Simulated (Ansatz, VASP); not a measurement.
**Cross-check of Ti2SNO (Ti2NOS MXene monolayer) between VASP and Ansatz**

One calculation is typed for both programs; each brings its own data sets. How far apart do they land? The structure shown is the start of the Ansatz relaxation below; VASP solves that cell, so the two are compared at the walk's first step.

Main program and level: Ansatz 0.2.0; plane waves, with VASP 6.6.1 beside it; single point at RPBE with D3(BJ).

## (1) Set-up

The cell holds 5 atoms: 1 S, 2 Ti, 1 N and 1 O. Cell: a = 3.029 Å, b = 3.029 Å, c = 34.451 Å, α = 90.0°, β = 90.0°, γ = 120.0°. Vacuum lies along c. The height across the vacuum is the one that the program set for its solve, not the one typed.

## (2) Ansatz: relaxation, RPBE with D3(BJ)

Ansatz runs on its default PAW (the set named soft_2) files.

The two programs are compared at the cell with which this relaxation starts, whose forces are those of its first step.

input.yaml

```yaml
crystal:
  lattice:
    - [3.02874, 0.0, 0.0]
    - [-1.51437, 2.6229657815, 0.0]
    - [0.0, 0.0, 23.3256467571]
  atoms:
    - { symbol: S, position: [0.3333333333, 0.6666666667, 0.3858413914] }
    - { symbol: Ti, position: [0.6666666667, 0.3333333333, 0.4618378256] }
    - { symbol: "N", position: [0.0, 0.0, 0.5130715652] }
    - { symbol: Ti, position: [0.3333333333, 0.6666666667, 0.5643053048] }
    - { symbol: O, position: [0.6666666667, 0.3333333333, 0.6141586086] }
  periodic: [true, true, false]
kpoints:
  mp_grid: { grid: [12, 12, 1] }
hamiltonian:
  xc: rpbe
  dispersion: d3bj
scf:
  occupations: { method: fermi_dirac, width: 0.05 }
  convergence: { dr2_threshold: 1.0e-09 }
relax:
  f_tol: 0.004
  max_steps: 90
  cell: {}
output:
  write_potential: true
  write_density: true
  volumetric_format: npy
```

Started as:

```sh
$ ansatz run input.yaml --threads 2 --pin off --max-ram 3072MiB --backend cpu --events-out ev --progress --plain --runs-dir out
```

Numbers of over 12 decimals in the logs are rounded to 6 here.

The log of the run:

```text
Warning: crystal.periodic: the lattice vector that does not repeat stood 0.000° off the slab's normal, 23.326 Å along it as the deck builds it. The run solves the slab on a vector along the normal, 34.451 Å long, with every atom where it was (on the deck's vector they left 18.00 Å outside them, and the widest stretch free of ions among them is 1.77 Å). A fractional position that the run reports is one of the run's ce [...]
Warning: relax.cell: scf.convergence.dr2_threshold = 1e-9 eV is looser than the 2.12878784544e-10 eV advised for a relaxation that steers and ends on the stress (1e-10 eV for each atom of the cell: 5, times the square of relax.cell.stress_2d_tol = 0.05 N/m over 15.3 Å (the atoms' height at the walk's start and 5 Å past either face), 3.263e-2 GPa, over a crystal's default 0.05). What an SCF threshold leaves in a stress goes as its square root, and in the free energy as the threshold itself, and one threshold admits the most on a small cell: [figures from the program's tests cut] Set scf.convergence.dr2_threshold to 2.12878784544e-10 eV or tighter. [rest of the remark cut]
crystal.periodic: the lattice vector that does not repeat stood 0.000° off the slab's normal, 23.326 Å along it as the deck builds it. The run solves the slab on a vector along the normal, 34.451 Å long, with every atom where it was (on the deck's vector they left 18.00 Å outside them, and the widest stretch free of ions among them is 1.77 Å). A fractional position that the run reports is one of the run's cell, which [...]
Engine: ansatz 0.2.0, aarch64-unknown-linux-gnu
Pseudopotentials: kind: paw
Pseudopotential: S, paw, valence charge 6, recommended cutoff 420 eV (normal), S.paw.azcp
Pseudopotential: Ti, paw, valence charge 12, recommended cutoff 420 eV (normal), Ti.paw.azcp
Pseudopotential: N, paw, valence charge 5, recommended cutoff 420 eV (normal), N.paw.azcp
Pseudopotential: O, paw, valence charge 6, recommended cutoff 420 eV (normal), O.paw.azcp
Functional definition: RPBE
  parameter kappa = 0.804
  parameter beta = 0.066725
  exchange = rpbe_x(kappa = kappa, mu = beta*pi^2/3)
  correlation = pbe_c(beta = beta)
Crystal: 5 atoms, lattice volume = 273.691 Å³
[...]
SCF iter   3: F=—  HF=-6883.900549 eV  |F-HF|=—  |Δ(HF+E_count)|=   1.41e-6  Δρ=1.34e-5  dr2=4.61e-7  ethr=1.46e-8  ⟨swp⟩=2.4  Hψ=786  notcnv=0
SCF iter   4: F=—  HF=-6883.900597 eV  |F-HF|=—  |Δ(HF+E_count)|=   4.84e-5  Δρ=2.85e-6  dr2=1.75e-8  ethr=1.12e-9  ⟨swp⟩=3.8  Hψ=1086  notcnv=0
SCF iter   5: F=—  HF=-6883.900597 eV  |F-HF|=—  |Δ(HF+E_count)|=   9.96e-8  Δρ=5.71e-7  dr2=1.01e-9  ethr=4.26e-11  ⟨swp⟩=3.6  Hψ=1129  notcnv=0
SCF iter   6: F=-6883.900597 eV  HF=-6883.900597 eV  |F-HF|=3.69e-9  |Δ(HF+E_count)|=   2.65e-8  Δρ=2.10e-7  dr2=1.61e-10  ethr=2.44e-12  ⟨swp⟩=16.2  Hψ=4616  notcnv=0
SCF 8 converged in 6 iterations: F = -6883.900597 eV  dr2 = 1.61e-10
relax step   8: F+E_penalty+E_count = -6883.90059739 eV  Δ(F+E_penalty+E_count) = +5.248e-3 eV  max|allowed force component| = 1.040e-3 eV/Å  Δτ_max = 0.0000 Å  P = -0.135 N/m  Ω = 257.587 Å³  fix = [c, alpha, beta]  reactions: c -0.000 N/m  stress off target by 1.35e-1 N/m on what of the cell is left free  SCF on the basis re-selected at this cell (its energy is not comparable with the rows above)  (6 SCF iters)
[...]
relax step   9: F+E_penalty+E_count = -6883.90070952 eV  Δ(F+E_penalty+E_count) = -1.121e-4 eV  max|allowed force component| = 1.197e-3 eV/Å  Δτ_max = 0.0007 Å  P = +0.001 N/m  Ω = 257.396 Å³  energy of the carried Pulay correction = +8.890e-5 eV  fix = [c, alpha, beta]  reactions: c +0.000 N/m  (5 SCF iters, accepted)
[...]
relax step  10: F+E_penalty+E_count = -6883.90062690 eV  Δ(F+E_penalty+E_count) = +8.261e-5 eV  max|allowed force component| = 1.208e-3 eV/Å  Δτ_max = 0.0000 Å  P = -0.001 N/m  Ω = 257.396 Å³  fix = [c, alpha, beta]  reactions: c -0.000 N/m  stress off target by 9.38e-4 N/m on what of the cell is left free  SCF on the basis re-selected at this cell (its energy is not comparable with the rows above)  (5 SCF iters)
basis re-selected at this cell: Δ(F+E_penalty+E_count) = +8.261e-5 eV, ΔP = -0.001 N/m vs the last step (what re-selecting the basis moved, of the pressure what is left beyond the Pulay correction that the steps carried, after the strain that the cell walked since its last selection, with what the two solves' SCF thresholds leave and, on support functions, any second-order correction that the steps lacked; it is no m [...]
SCF converged after 5 iterations
Free energy (F): -6883.900627 eV
Harris-Foulkes:  -6883.900627 eV  (|F-HF|=1.02e-10)
Internal energy: -6883.885764 eV  (E = F + TS)
E sigma→0 (E₀):  -6883.893195 eV
Entropy (-TS):   -0.014863 eV (-2.973 meV/atom)
Fermi energy:    -5.719247 eV
--- Per-component energies (eV) ---
  E_band       = -1043.137742
  E_kinetic    = 974.188777
  E_local      = -138158.716410  (includes V_loc(G=0)·N_el)
  E_nonlocal   = 129.429290
  E_hartree    = 68460.450955
  E_xc         = -434.067552
  E_vxc        = -511.716232  (∫ρ·V_xc dr)
  E_paw        = -2993.932297  (= ΣΔE_a)
  E_vpaw       = -397.226272  (= ΣTr[D̂ρ^β])
  E_aug_tail   = 0.002812  (compensation charges beyond the density's cutoff)
  E_ewald      = 65148.397920
  E_disp       = -9.458958  (pairwise vdW)
  E_core_change = -0.180300  (= ΣΔE_core)
  E_smearing   = -0.014863  (= −TS)
  E_closure    = -0.000000  (closes the sum)
  Σ components = -6883.900627   (vs F -6883.900627, Δ=0.00e0)
--- Forces (eV/Å), atoms counted from 1 ---
  atom   1  S      0.00000000    -0.00000000    -0.00058965
  atom   2  Ti    -0.00000000    -0.00000000    -0.00017333
  atom   3  N      0.00000000     0.00000000     0.00013459
  atom   4  Ti     0.00000000    -0.00000000     0.00120804
  atom   5  O      0.00000000    -0.00000000    -0.00058148
  max |Σ_I F_I| component: 1.83e-6 eV/Å
--- 2D stress c σ (N/m, compression-positive) ---
       -0.000938       0.000000      -0.000000
       -0.000000      -0.000938       0.000000
       -0.000000       0.000000      -0.000000
  P = ½ c Tr σ = -0.0009 N/m
--- Band table (eV; the first three rows and the last of 19) ---
  k-point 0: bands = ["-63.7833", "-62.7661", "-40.1112", "-39.7310", "-39.7310", "-39.0567", "-38.7733", "-38.7733", "-24.8842", "-21.9098", "-19.8593", "-12.8267", "-11.2584", "-11.2584", "-10.2549", "-9.0756", "-9.0756", "-8.3805", "-5.5573", "-5.5573", "-5.3290", "-5.3290", "-5.2112", "-4.0678", "-4.0678", "-3.5434"]
  k-point 1: bands = ["-63.7775", "-62.7606", "-40.0993", "-39.7785", "-39.7401", "-39.0484", "-38.8136", "-38.7818", "-24.8259", "-21.8646", "-19.7831", "-12.7178", "-11.4010", "-11.2029", "-10.0573", "-9.5322", "-9.1385", "-8.2211", "-6.2970", "-5.9477", "-5.4430", "-4.9145", "-4.7544", "-4.0831", "-3.9934", "-3.4047"]
  k-point 2: bands = ["-63.7615", "-62.7454", "-40.0672", "-39.9046", "-39.7646", "-39.0274", "-38.9218", "-38.8049", "-24.6788", "-21.7429", "-19.5417", "-12.4355", "-11.6084", "-11.0666", "-10.3382", "-9.5888", "-9.3055", "-8.5104", "-7.1807", "-6.2668", "-5.8477", "-4.6607", "-4.3631", "-4.1062", "-3.6063", "-3.1626"]
  k-point 18: bands = ["-63.6844", "-62.6723", "-40.2174", "-40.1458", "-39.9106", "-39.1909", "-39.1442", "-38.9381", "-24.2006", "-21.0987", "-17.4121", "-12.1526", "-12.0463", "-11.3345", "-11.0976", "-10.5495", "-9.8844", "-9.6987", "-9.4541", "-8.5885", "-4.5920", "-4.5888", "-3.8981", "-3.4742", "-3.2718", "-2.9157"]
  the weakly bound empty levels are not read free of the cell's end (no_gap_told)
--- Relaxed structure (8 steps of the walk, 8 accepted, 2 SCFs on fresh bases) ---
  F+E_penalty+E_count = -6883.90062690 eV   max|allowed force component| = 1.208e-3 eV/Å   (the final SCF, on the basis selected at the relaxed cell)
  cell:  # Å, volume = 257.3962 Å³
    - [2.937197, 0.0, 0]
    - [-1.468598, 2.543687, 0]
    - [0, 0, 34.451294]
  atoms:
    - { symbol: S, position: [0.333333, 0.666667, 0.267004] }
    - { symbol: Ti, position: [0.666667, 0.333333, 0.313467] }
    - { symbol: N, position: [-6.591146135694018e-19, 0, 0.346929] }
    - { symbol: Ti, position: [0.333333, 0.666667, 0.381617] }
    - { symbol: O, position: [0.666667, 0.333333, 0.410188] }
```

The column dr2 measures how far the density is from self-consistency, as an energy; F and HF (Harris–Foulkes) agree once it is small.

## (3) VASP: single point, RPBE with D3(BJ), start cell

The same cell, functional, mesh and smearing now go to VASP, with its own data sets.

Lines of VASP's logs that name or quote its potential files are left out, and so is its time.

INCAR

```
SYSTEM = Ti2SNO
PREC = Accurate
ENCUT = 520
EDIFF = 1E-06
NELM = 120
ISMEAR = -1
SIGMA = 0.05
LREAL = .FALSE.
ALGO = Normal
GGA = RP
IVDW = 12
NBANDS = 26
LASPH = .TRUE.
LORBIT = 11
LWAVE = .FALSE.
LCHARG = .FALSE.
ISIF = 2
LDIPOL = .TRUE.
IDIPOL = 3
DIPOL = 0.5 0.5 0.344
LVHAR = .TRUE.
GGA_COMPAT = .FALSE.
NELMDL = -8
KPAR = 2
```

POSCAR

```
Ti2SNO
1.0
    3.0287400000      0.0000000000      0.0000000000
   -1.5143700000      2.6229660000      0.0000000000
    0.0000000000      0.0000000000     34.4512940000
S Ti N O
1 2 1 1
Direct
    0.3333333333      0.6666666667      0.2612383732
    0.6666666667      0.3333333333      0.3126926379
    0.3333333333      0.6666666667      0.3820694224
    0.0000000000      0.0000000000      0.3473810302
    0.6666666667      0.3333333333      0.4158231909
```

KPOINTS

```
Automatic mesh
0
Gamma
12 12 1
0 0 0
```

Potentials, in the order of the species: S, Ti_sv, N and O (PBE family, release 64).

Started as:

```sh
$ mpirun -np 2 vasp_std
```

The log of the run:

```text
[banner, memory and clock lines left out]
running    2 mpi-ranks, on    1 nodes
 distrk:  each k-point on    1 cores,    2 groups
 distr:  one band on    1 cores,    1 groups

 POSCAR found type information on POSCAR S TiN O
 POSCAR found :  4 types and       5 ions
|                                                                             |
|               ----> ADVICE to this user running VASP <----                  |
|                                                                             |
|     You enforced a specific xc type in the INCAR file but a different       |
|     [... a line on the potential file left out ...]
|     I HOPE YOU KNOW WHAT YOU ARE DOING!                                     |
|                                                                             |

 LDA part: xc-table for (Slater+PW92), standard interpolation
 POSCAR, INCAR and KPOINTS ok, starting setup
 FFT: planning ... GRIDC
 FFT: planning ... GRID_SOFT
 FFT: planning ... GRID
 WAVECAR not read
 entering main loop
       N       E                     dE             d eps       ncg     rms          rms(c)
DAV:   1     0.445417555801E+03    0.44542E+03   -0.20099E+04  1220   0.133E+03
DAV:   2     0.258349779613E+02   -0.41958E+03   -0.41337E+03  1208   0.387E+02
DAV:   3    -0.446043269979E+02   -0.70439E+02   -0.69999E+02  1580   0.152E+02
DAV:   4    -0.499594702400E+02   -0.53551E+01   -0.53247E+01  1558   0.374E+01
DAV:   5    -0.504035336958E+02   -0.44406E+00   -0.44403E+00  1448   0.815E+00
DAV:   6    -0.504133862074E+02   -0.98525E-02   -0.98524E-02  1552   0.160E+00
DAV:   7    -0.504137033700E+02   -0.31716E-03   -0.31716E-03  1448   0.230E-01
DAV:   8    -0.504137093470E+02   -0.59770E-05   -0.59769E-05  1600   0.391E-02    0.248E+01
DAV:   9    -0.426799991783E+02    0.77337E+01   -0.10894E+02  1378   0.772E+01    0.157E+01
DAV:  10    -0.416789139283E+02    0.10011E+01   -0.70997E+01  1476   0.498E+01    0.931E+00
DAV:  11    -0.399576772389E+02    0.17212E+01   -0.10154E+01  1494   0.224E+01    0.426E+00
DAV:  12    -0.401886554267E+02   -0.23098E+00   -0.48284E+00  1586   0.137E+01    0.403E+00
DAV:  13    -0.400372933264E+02    0.15136E+00   -0.27463E+00  1520   0.179E+01    0.287E+00
DAV:  14    -0.399268049191E+02    0.11049E+00   -0.11763E+00  1460   0.602E+00    0.908E-01
[...]
DAV:  24    -0.399223971756E+02   -0.10860E-03   -0.64922E-06  1014   0.141E-02    0.857E-03
DAV:  25    -0.399224452944E+02   -0.48119E-04   -0.42520E-06  1010   0.115E-02    0.378E-03
DAV:  26    -0.399224854601E+02   -0.40166E-04   -0.57694E-06  1172   0.131E-02    0.423E-03
DAV:  27    -0.399224977768E+02   -0.12317E-04   -0.72569E-07   622   0.601E-03    0.221E-03
DAV:  28    -0.399225075651E+02   -0.97883E-05   -0.82440E-07   662   0.427E-03    0.100E-03
DAV:  29    -0.399225120402E+02   -0.44752E-05   -0.23411E-07   572   0.327E-03    0.507E-04
DAV:  30    -0.399225147094E+02   -0.26692E-05   -0.15209E-07   600   0.174E-03    0.317E-04
DAV:  31    -0.399225153445E+02   -0.63511E-06   -0.34406E-08   540   0.943E-04
   1 F= -.48448883E+02 E0= -.48437409E+02  d E =-.229472E-01
```

From OUTCAR (step 3):

```text
ion  position               nearest neighbor table
   1  0.333  0.667  0.261-   2 2.49   2 2.49   2 2.49
   2  0.667  0.333  0.313-   4 2.12   4 2.12   4 2.12   1 2.49   1 2.49   1 2.49
   3  0.333  0.667  0.382-   5 2.10   5 2.10   5 2.10   4 2.12   4 2.12   4 2.12
   4  0.000  0.000  0.347-   3 2.12   3 2.12   2 2.12   2 2.12   3 2.12   2 2.12
   5  0.667  0.333  0.416-   3 2.10   3 2.10   3 2.10

  LATTYP: Found a hexagonal cell.
 ALAT       =     3.0287400000
 C/A-ratio  =    11.3747941388

 Subroutine GETGRP returns: Found  6 space group operations
 (whereof  6 operations were pure point group operations)

The static configuration has the point symmetry C_3v.

 Found     19 irreducible k-points:

   k-points           NKPTS =     19   k-points in BZ     NKDIM =     19   number of bands    NBANDS=     26

   dimension x,y,z NGX =    24 NGY =   24 NGZ =  256
   dimension x,y,z NGXF=    48 NGYF=   48 NGZF=  512

   ENCUT  =  520.0 eV  38.22 Ry    6.18 a.u.   5.63  5.63 64.06*2*pi/ulx,y,z

   NELECT =      41.0000    total number of electrons

 k-points in reciprocal lattice and weights: Automatic mesh
   0.00000000  0.00000000  0.00000000       0.007
   0.08333333 -0.00000000  0.00000000       0.042
   0.16666667 -0.00000000  0.00000000       0.042
   0.25000000  0.00000000  0.00000000       0.042
   0.33333333  0.00000000  0.00000000       0.042
   0.41666667  0.00000000  0.00000000       0.042
   0.50000000  0.00000000  0.00000000       0.021
   0.08333333  0.08333333  0.00000000       0.042
   0.16666667  0.08333333  0.00000000       0.083
[...]
0.33333333  0.25000000  0.00000000       0.083
   0.33333333  0.33333333  0.00000000       0.014

 dipolmoment           0.000000      0.000000      0.077600 electrons x Angstroem

 average (electrostatic) potential at core
       1 -94.6591       2 -84.6870       3 -85.4096       4 -72.9231       5 -78.4185

 E-fermi :  -3.2500

 k-point     1 :       0.0000    0.0000    0.0000
  band No.  band energies     occupation
    ...
     14      -7.8905      2.00000
     15      -7.0124      2.00000
     16      -5.6095      2.00000
     17      -5.6095      2.00000
     18      -5.5626      2.00000
     19      -3.0041      0.01450
     20      -3.0041      0.01450
     21      -2.8235      0.00039
     22      -2.6502      0.00001
     23      -2.6502      0.00001
    ...

 k-point     2 :       0.0833   -0.0000    0.0000
  band No.  band energies     occupation
    ...
     16      -6.1021      2.00000
     17      -5.6632      2.00000
     18      -5.3059      2.00000
     19      -3.5829      1.99743
     20      -3.2252      0.75647
     21      -2.9475      0.00470
     22      -2.4111      0.00000
     23      -2.3563      0.00000
     24      -1.6684      0.00000
     25      -1.5778      0.00000
    ...

 k-point     3 :       0.1667   -0.0000    0.0000
  band No.  band energies     occupation
    ...
     17      -5.7947      2.00000
     18      -5.4318      2.00000
     19      -4.4883      2.00000
     20      -3.4450      1.96031
     21      -3.3363      1.69751
     22      -2.2204      0.00000
     23      -2.1243      0.00000
     24      -1.7059      0.00000
     25      -1.2786      0.00000
     26      -1.0083      0.00000

 Edisp (eV)   -8.52637

  Total      -8.71372    -8.71372   -11.18468     0.00000     0.00000     0.00000
  in kB     -51.00984   -51.00985   -65.47476     0.00000     0.00000     0.00000
  external pressure =      -55.83 kB  Pullay stress =        0.00 kB

  energy-cutoff  :      520.00
  volume of cell :      273.69
      direct lattice vectors                 reciprocal lattice vectors
     3.028740000  0.000000000  0.000000000     0.330170302  0.190623897  0.000000000
    -1.514370000  2.622966000  0.000000000     0.000000000  0.381247794  0.000000000
     0.000000000  0.000000000 34.451294000     0.000000000  0.000000000  0.029026486

 POSITION                                       TOTAL-FORCE (eV/Angst)
 -----------------------------------------------------------------------------------
     -0.00000      1.74864      9.00000         0.000000      0.000000      2.580920
      1.51437      0.87432     10.77267         0.000000      0.000000     -1.072370
     -0.00000      1.74864     13.16279         0.000000      0.000000      2.005584
      0.00000      0.00000     11.96773         0.000000      0.000000     -0.481467
      1.51437      0.87432     14.32565        -0.000000     -0.000000     -3.032667
 -----------------------------------------------------------------------------------
    total drift:                                0.000000     -0.000004     -0.000619

  FREE ENERGIE OF THE ION-ELECTRON SYSTEM (eV)
  ---------------------------------------------------
  free  energy   TOTEN  =       -48.4488825075 eV

  energy  without entropy=      -48.4259353546  energy(sigma->0) =      -48.43740893

 vacuum level on the upper side and lower side of the slab         4.035         2.268

 total charge
# of ion       s       p       d       tot
------------------------------------------
    1        1.380   2.297   0.000   3.677
    2        2.180   6.203   1.944  10.327
    3        2.182   6.216   1.799  10.198
    4        1.258   2.500   0.000   3.758
    5        1.586   3.342   0.000   4.929
--------------------------------------------------
tot          8.587  20.559   3.743  32.889

[... 3 further parts left out ...]
```

This run has no spin polarisation, so a moment on Ti, if there is one, isn't seen. Its electron count is odd, so without a moment it is a metal by construction.

## (4) Side by side

Known differences besides the potentials themselves: Ansatz cuts the interaction across the vacuum, VASP repeats the sheet with a dipole correction; the cutoff is 420 eV in Ansatz and 520 eV in VASP; Ansatz makes its cores anew for this functional, VASP keeps those of its PBE data sets. Total energies have different zeros and are not compared.

Forces (eV/Å; atoms numbered as in POSCAR):

```csv
atom,"Ansatz x, y, z","VASP x, y, z"
S1,"0.000, 0.000, 2.571","0.000, 0.000, 2.581"
Ti2,"0.000, 0.000, -1.032","0.000, 0.000, -1.072"
Ti3,"0.000, 0.000, 2.014","0.000, 0.000, 2.006"
N4,"0.000, 0.000, -0.473","0.000, 0.000, -0.481"
O5,"0.000, 0.000, -3.081","0.000, 0.000, -3.033"
```

The forces differ by 17 meV/Å r.m.s., which is 1.4 % of the r.m.s. force of 1.191 eV/Å (both taken over all components). With vacuum in the cell, a pressure given here is an average over mostly empty space and none of the material.

## (5) Outcome

```json
{
  "r.m.s. force difference (single point, RPBE with D3(BJ), start cell)": "1.4 % of the r.m.s. force"
}
```

What this shows: The r.m.s. force difference is 1.4 % of the r.m.s. force (single point, RPBE with D3(BJ), start cell), within the 3 % picked in this series as the mark of a large difference. 1 further run of this series is not shown here. Such differences can come from data sets, numerical settings and the points named under the comparisons, not from the functional's error against experiment.

[Lines on the potential files, build, host, timing and source positions are cut from VASP's logs without a mark.]

[Logs are printed without paths, hosts, clocks, repeated set-up lines and the standing remarks that a program may print on its own settings, such as how far it seeks lower states.]

[Hosts, paths, dates, database ids (printed as entryN), source tags and the programs' standing remarks are cut or masked in the printed files.]
